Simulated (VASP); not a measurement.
**NiMoIrPdW: relaxation of cell and atoms with revPBE**

NiMoIrPdW:

```
CELL_PARAMETERS angstrom
4.14670 0.00000 0.00000
-2.07335 3.59115 0.00000
0.00000 0.00000 5.41629
ATOMIC_POSITIONS crystal
Ni 0.00000 0.00000 0.02221
Mo 0.66667 0.33333 0.45996
Pd 0.33333 0.66667 0.74601
Ir 0.33333 0.66667 0.25641
W 0.66667 0.33333 0.99985
```

The cell was built by a generator and needn't be a form met in nature.

```yaml
Program: VASP 6.6.1
Task: relaxation of cell and atoms
Functional: revPBE
Potentials_or_basis: VASP PAW PBE potentials, release 64 (Ni, Mo_sv, Pd, Ir, W_sv)
Cutoff: 600 eV
k_mesh: 7 × 7 × 5
Occupations: fermi-dirac, width 0.05 eV
Spin: collinear spin, ferromagnetic start
Starting_moments: "[1.0, 1.0, 0.0, 0.6, 0.0] μB"
Further_INCAR_settings: ALGO = Normal; EDIFF = 1e-06; IBRION = 2; EDIFFG = -0.02; NSW = 60; ISIF = 3
```

The relaxed volume is 16.32 Å³/atom, the relaxed cell is a = 4.166 Å, b = 4.166 Å, c = 5.429 Å, α = 90.00°, β = 90.00°, γ = 120.00° and the space group after relaxing (to 0.05 Å) is P3m1 (No. 156). The energy gained by relaxing is 1.9 meV/atom and the ionic steps are 11. The pressure after relaxing is 0.1 GPa, the largest force after relaxing is 0.018 eV/Å and the band gap on the k mesh is none (metal or under the smearing width). The net moment is 0.00 μB per cell. The valence electrons inside the program's atomic spheres are Ni 9.41; Mo 12.34; Pd 9.56; Ir 8.39; W 12.04.

Forces in eV/Å, atoms in the order of the input:
```
Ni   0.000  0.000  0.018
Mo   0.000  0.000 -0.012
Pd   0.000  0.000 -0.013
Ir   0.000  0.000  0.014
W    0.000  0.000 -0.007
```

The path:
| step | energy change (eV) | largest force (eV/Å) | pressure (GPa) | volume (Å³) |
| --- | --- | --- | --- | --- |
| 1 | 0.0000 | 0.2143 | 2.81 | 80.66 |
| 2 | 0.0392 | 0.4311 | -6.04 | 84.00 |
| 3 | -0.0092 | 0.0513 | -0.01 | 81.65 |
| 4 | -0.0092 | 0.0515 | -0.07 | 81.67 |
| 5 | -0.0095 | 0.0419 | -0.09 | 81.68 |
| 6 | -0.0095 | 0.0392 | -0.13 | 81.68 |
| 7 | -0.0096 | 0.0255 | 0.14 | 81.56 |
| 8 | -0.0096 | 0.0264 | 0.20 | 81.57 |
| 9 | -0.0097 | 0.0269 | 0.05 | 81.61 |
| 10 | -0.0097 | 0.0281 | -0.06 | 81.61 |
| 11 | -0.0097 | 0.0178 | 0.12 | 81.58 |

Final structure:
```cif
data_structure
_symmetry_space_group_name_H-M 'P 1'
_symmetry_Int_Tables_number 1
_cell_length_a 4.1656
_cell_length_b 4.1656
_cell_length_c 5.4286
_cell_angle_alpha 90.000
_cell_angle_beta 90.000
_cell_angle_gamma 120.000
_cell_volume 81.58
loop_
_atom_site_label
_atom_site_type_symbol
_atom_site_fract_x
_atom_site_fract_y
_atom_site_fract_z
_atom_site_occupancy
Ni1 Ni 0.00000 0.00000 0.02392 1
Mo1 Mo 0.66667 0.33333 0.46073 1
Pd1 Pd 0.33333 0.66667 0.74556 1
Ir1 Ir 0.33333 0.66667 0.25507 1
W1 W 0.66667 0.33333 0.99916 1
```

Levels at points of the mesh, in eV from the Fermi level:
Spin up:
```csv
k point,band 26,band 27,band 28,band 29,band 30,band 31
"(0.00, 0.00, 0.00)",-1.38,-1.38,-0.74,0.77,0.77,1.97
```
Spin down:
```csv
k point,band 24,band 25,band 26,band 27,band 28,band 29,band 30,band 31,band 32,band 33
"(0.00, 0.00, 0.00)",-1.60,-1.60,-1.38,-1.38,-0.74,0.77,0.77,1.97,1.97,2.41
```

Wall time 15 min on 4 MPI ranks on Intel(R) Xeon(R) Platinum 8488C (Sapphire Rapids) (shared host), peak memory 0.66 GiB a rank.

Caveat: the PAW data sets were made with another functional, which shifts forces and pressure a little. Spin-orbit coupling is left out, which matters for the levels of Ir, W.
